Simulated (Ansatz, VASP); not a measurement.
# Ta2Rh3: VASP beside Ansatz, part 2 of 2

One calculation is typed for both programs; each brings its own data sets and cutoff. How far apart do they land? The structure shown is the end of the VASP relaxation below.

VASP 6.6.1 and Ansatz 0.2.0.

So far: The structure; VASP: relaxation, PBE.

### 3. Ansatz: single point, PBE

Level of this step: Ansatz beside VASP: Kohn-Sham DFT, plane waves, PBE (Ansatz).

Ansatz runs on its default PAW (the set named soft_2) files.

The same cell, functional, mesh and smearing now go to Ansatz, which takes its cutoff from its data sets.

input.yaml reads:

```yaml
crystal:
  lattice:
    - [5.41643794, 0.0, 0.0]
    - [2.70821897, 4.69077286, 0.0]
    - [0.0, 0.0, 22.84500612]
  atoms:
    - { symbol: Rh, position: [0.0, 0.0, 0.70109984] }
    - { symbol: Rh, position: [0.5, 0.0, 0.70109984] }
    - { symbol: Rh, position: [0.0, 0.5, 0.70109984] }
    - { symbol: Rh, position: [0.5, 0.5, 0.70109984] }
    - { symbol: Rh, position: [0.16666667, 0.16666667, 0.5] }
    - { symbol: Rh, position: [0.66666667, 0.16666667, 0.5] }
    - { symbol: Rh, position: [0.16666667, 0.66666667, 0.5] }
    - { symbol: Rh, position: [0.66666667, 0.66666667, 0.5] }
    - { symbol: Rh, position: [0.83333333, 0.33333333, 0.29890016] }
    - { symbol: Rh, position: [0.33333333, 0.33333333, 0.29890016] }
    - { symbol: Rh, position: [0.83333333, 0.83333333, 0.29890016] }
    - { symbol: Rh, position: [0.33333333, 0.83333333, 0.29890016] }
    - { symbol: Ta, position: [0.83333333, 0.33333333, 0.6040788] }
    - { symbol: Ta, position: [0.33333333, 0.33333333, 0.6040788] }
    - { symbol: Ta, position: [0.83333333, 0.83333333, 0.6040788] }
    - { symbol: Ta, position: [0.33333333, 0.83333333, 0.6040788] }
    - { symbol: Ta, position: [0.0, 0.0, 0.3959212] }
    - { symbol: Ta, position: [0.5, 0.0, 0.3959212] }
    - { symbol: Ta, position: [0.0, 0.5, 0.3959212] }
    - { symbol: Ta, position: [0.5, 0.5, 0.3959212] }
hamiltonian:
  xc: pbe
  pseudopotentials: { kind: paw }
kpoints:
  mp_grid: { grid: [4, 4, 1] }
scf:
  occupations: { method: gaussian, width: 0.1 }
  n_extra_bands: 9
output:
  forces: true
  eigenvalues: true
  write_density: true
  write_potential: true
  elf: true
  volumetric_format: npy
```

Launch:

```sh
> ansatz run input.yaml --threads 4 --pin off --max-ram 18432MiB --backend cpu --events-out ev --progress --plain --runs-dir out
```

Numbers of over 12 decimals in the logs are rounded to 6 here.

Log:

```text
scf.n_extra_bands = 9 over 154 filled bands (N_el = 308.0): the run solves 163 bands
Engine: ansatz 0.2.0, aarch64-unknown-linux-gnu
Pseudopotentials: kind: paw
Pseudopotential: Rh, paw, valence charge 17, recommended cutoff 420 eV (normal), Rh.paw.azcp
Pseudopotential: Ta, paw, valence charge 13, recommended cutoff 420 eV (normal), Ta.paw.azcp
Functional definition: PBE
  parameter kappa = 0.804
  parameter beta = 0.066725
  exchange = pbe_x(kappa = kappa, mu = beta*pi^2/3)
  correlation = pbe_c(beta = beta)
Crystal: 20 atoms, lattice volume = 580.429 Å³
Basis set: ecut = 420 eV, 11267 PW (Γ), exchange–correlation on 80×80×320 points (8 copies of the dense FFT grid, shifted against one another)
Bands: 163, of which v1, the nominal top of the filled ones, is band 154 counted from 1 (153 counted from 0)
Symmetry: 48 space group operations
Space group: P-3m1 (ITA 164), of the structure as read, at distance tolerance 8.3e-5 Å
k-points: 4 of 16
Non-local potential: Rh, projectors of the file, l = 0: 3, l = 1: 2, l = 2: 2, l = 3: 1
Non-local potential: Ta, projectors of the file, l = 0: 3, l = 1: 2, l = 2: 2, l = 3: 1
PAW form: soft (Blöchl's): semilocal exchange-correlation on the pseudo side does not see the compensation charge
PAW one-centre angular grid: Rh, 590 points (default); XC on 64 Gauss nodes
PAW one-centre angular grid: Ta, 590 points (default); XC on 64 Gauss nodes
Initial density: superposition of atomic densities (neutral atoms: chi_scale 0, normalization atom), corrected by the library's trained network
Initial wavefunctions: pseudopotential atomic-orbital guess
Functional: x = pbe(κ = 0.804, μ = 0.219515), c = pbe(β = 0.066725)
SCF iter   1: F=—  HF=-156293.164294 eV  |F-HF|=—  |Δ(HF+E_count)|=         —  Δρ=3.78e-2  dr2=8.84e1  ethr=1.77e-3  ⟨swp⟩=7.5  Hψ=2841  notcnv=0
preconditioner: auto → LDOS  [insulator: Δε(μ)=0.157 eV  Ē_g=3.426 eV  σ=0.100 eV  W_gap=0.70  n_scr=136 (ndim 8)  ℏωp=18.8 eV  f_vac=0.454  D(μ)=14.70/eV (n_scr^D=92)  ε∞_Penn≈30.9  β→1.0]
SCF iter   2: F=—  HF=-156293.032109 eV  |F-HF|=—  |Δ(HF+E_count)|=   1.32e-1  Δρ=4.50e-2  dr2=7.02e1  ethr=1.77e-3  ⟨swp⟩=3.5  Hψ=1188  notcnv=0  defer=2
SCF iter   3: F=—  HF=-156291.504018 eV  |F-HF|=—  |Δ(HF+E_count)|=    1.53e0  Δρ=2.27e-2  dr2=1.74e1  ethr=1.77e-3  ⟨swp⟩=2.8  Hψ=866  notcnv=0  defer=9
SCF iter   4: F=—  HF=-156291.075424 eV  |F-HF|=—  |Δ(HF+E_count)|=   4.29e-1  Δρ=4.62e-3  dr2=1.46e-1  ethr=1.77e-3  ⟨swp⟩=2.0  Hψ=861  notcnv=0  defer=9
SCF iter   5: F=—  HF=-156291.053515 eV  |F-HF|=—  |Δ(HF+E_count)|=   2.19e-2  Δρ=1.92e-3  dr2=1.92e-2  ethr=4.75e-5  ⟨swp⟩=3.0  Hψ=1096  notcnv=0  defer=9
SCF iter   6: F=—  HF=-156291.053784 eV  |F-HF|=—  |Δ(HF+E_count)|=   2.69e-4  Δρ=7.87e-4  dr2=3.02e-3  ethr=6.25e-6  ⟨swp⟩=2.0  Hψ=909  notcnv=0  defer=9
SCF iter   7: F=—  HF=-156291.055558 eV  |F-HF|=—  |Δ(HF+E_count)|=   1.77e-3  Δρ=2.29e-4  dr2=7.62e-4  ethr=9.79e-7  ⟨swp⟩=2.8  Hψ=1017  notcnv=0  defer=9
SCF iter   8: F=—  HF=-156291.055741 eV  |F-HF|=—  |Δ(HF+E_count)|=   1.83e-4  Δρ=8.83e-5  dr2=5.40e-5  ethr=2.48e-7  ⟨swp⟩=2.5  Hψ=978  notcnv=0  defer=9
SCF iter   9: F=—  HF=-156291.056406 eV  |F-HF|=—  |Δ(HF+E_count)|=   6.65e-4  Δρ=5.72e-5  dr2=2.38e-5  ethr=1.75e-8  ⟨swp⟩=3.0  Hψ=1265  notcnv=0  defer=9
SCF iter  10: F=—  HF=-156291.056412 eV  |F-HF|=—  |Δ(HF+E_count)|=   5.39e-6  Δρ=1.09e-5  dr2=4.73e-7  ethr=7.74e-9  ⟨swp⟩=2.2  Hψ=854  notcnv=0  defer=9
SCF iter  11: F=—  HF=-156291.056413 eV  |F-HF|=—  |Δ(HF+E_count)|=   6.45e-7  Δρ=3.11e-6  dr2=1.03e-7  ethr=3.25e-11  ⟨swp⟩=14.8  Hψ=5965  notcnv=0
SCF iter  12: F=-156291.056413 eV  HF=-156291.056413 eV  |F-HF|=6.78e-8  |Δ(HF+E_count)|=   6.73e-8  Δρ=1.15e-6  dr2=4.03e-9  ethr=3.25e-11  ⟨swp⟩=9.5  Hψ=4695  notcnv=0
SCF 1 converged in 12 iterations: F = -156291.056413 eV  dr2 = 4.03e-9
  greatest PAW one-centre occupation: 1.000 electrons in one spin orbital (limit 2), on the Rh atom at site 7 (counted from 0), in its partial waves of l = 0
WARN: The output density's exchange-correlation potential varies sharply where the density is thin. Do not read a vacuum level from v_tot or v_xc, or from such a field of the output density. On a cell that repeats whose density bears no net charge and no dipole along the vacuum's axis use v_es (v_loc + v_h of the components); under efield.dipole_correction with no amplitude use v_es + v_field, which holds any externa [...]
SCF converged after 12 iterations
Free energy (F): -156291.056413 eV
Harris-Foulkes:  -156291.056413 eV  (|F-HF|=6.78e-8)
Internal energy: -156290.954370 eV  (E = F + TS)
E sigma→0 (E₀):  -156291.005392 eV
Entropy (-TS):   -0.102042 eV (-5.102 meV/atom)
Fermi energy:    8.957479 eV
--- Per-component energies (eV) ---
  E_band       = -5586.453783
  E_kinetic    = 9851.036273
  E_local      = -331875.388481  (includes V_loc(G=0)·N_el)
  E_nonlocal   = 4395.388532
  E_hartree    = 160602.671202
  E_xc         = -4421.053732
  E_vxc        = -4988.674857  (∫ρ·V_xc dr)
  E_paw        = -110227.995335  (= ΣΔE_a)
  E_vpaw       = -4174.168596  (= ΣTr[D̂ρ^β])
  E_aug_tail   = 0.011649  (compensation charges beyond the density's cutoff)
  E_ewald      = 115384.375521
  E_smearing   = -0.102042  (= −TS)
  E_closure    = 0.000000  (closes the sum)
  Σ components = -156291.056413   (vs F -156291.056413, Δ=0.00e0)
--- Forces (eV/Å), atoms counted from 1 ---
  atom   1  Rh    -0.00000000    -0.00000000    -0.02986284
  atom   2  Rh     0.00000000    -0.00000000    -0.02986284
  atom   3  Rh     0.00000000    -0.00000000    -0.02986284
  atom   4  Rh     0.00000000    -0.00000000    -0.02986284
  atom   5  Rh     0.00000000    -0.00000000     0.00000000
  atom   6  Rh    -0.00000000    -0.00000000     0.00000000
  atom   7  Rh    -0.00000000     0.00000000     0.00000000
  atom   8  Rh     0.00000000    -0.00000000     0.00000000
  atom   9  Rh     0.00000000     0.00000000     0.02986284
  atom  10  Rh     0.00000000     0.00000000     0.02986284
  atom  11  Rh     0.00000000     0.00000000     0.02986284
  atom  12  Rh     0.00000000     0.00000000     0.02986284
  atom  13  Ta    -0.00000000     0.00000000     0.01609440
  atom  14  Ta     0.00000000     0.00000000     0.01609440
  atom  15  Ta    -0.00000000     0.00000000     0.01609440
  atom  16  Ta    -0.00000000     0.00000000     0.01609440
  atom  17  Ta     0.00000000    -0.00000000    -0.01609440
  atom  18  Ta     0.00000000    -0.00000000    -0.01609440
  atom  19  Ta     0.00000000    -0.00000000    -0.01609440
  atom  20  Ta     0.00000000    -0.00000000    -0.01609440
  max |Σ_I F_I| component: 1.79e-17 eV/Å
--- Band table (eV) ---
  k-point 0: bands = [... 150 lower, 9.6356, 9.6356, 9.6356, 9.8170, 9.9150, 9.9150, 9.9150, 9.9209, ... 5 higher]
  k-point 1: bands = [... 150 lower, 8.6970, 8.9767, 8.9787, 8.9787, 9.0031, 9.0907, 9.2435, 9.2974, ... 5 higher]
  k-point 2: bands = [... 150 lower, 8.1720, 8.1720, 8.4681, 8.4681, 8.5361, 8.5361, 8.8915, 8.8915, ... 5 higher]
  k-point 3: bands = [... 150 lower, 8.5660, 8.5660, 8.5963, 8.6058, 8.6674, 9.0667, 9.1821, 9.1821, ... 5 higher]
```

Wall time 16 s (4 threads of Arm Neoverse V1, shared host); peak memory 2 GiB; 49 s of CPU time.

In the SCF lines HF is the Harris–Foulkes energy and dr2 the Hartree energy of the density residual, in eV; the loop may stop once dr2 is under the threshold and the program's other checks hold. Hψ counts applications of the Hamiltonian.

### 4. Comparison

Known differences besides the potentials themselves: the data sets hold 308 valence electrons in Ansatz (default PAW (the set named soft_2) files) and 268 in VASP; the cutoff is 420 eV in Ansatz and 330 eV in VASP (PREC = Normal, projectors in real space); VASP leaves aspherical gradient terms in its spheres out (LASPH is not set), Ansatz keeps them. Total energies have different zeros and are not compared.

At this near-relaxed geometry the largest component of a force difference is 21 meV/Å. VASP's last cycles still show a density residual of 3e-03, so its state may not be settled.

### 5. What came out

* r.m.s. force difference (single point, PBE): 8.8 meV/Å

The r.m.s. force difference is 8.8 meV/Å (single point, PBE), within the 12 meV/Å picked in this series as the mark of a large difference. How closely two codes agree says nothing of how well the functional describes the real material.

[Lines on the potential files, build, host, timing and source positions are cut from VASP's logs without a mark.]

[Logs are printed without paths, hosts, clocks, repeated set-up lines and the standing remarks that a program may print on its own settings, such as how far it seeks lower states.]

[Hosts, paths, dates, database ids (printed as entryN), source tags and the programs' standing remarks are cut or masked in the printed files.]
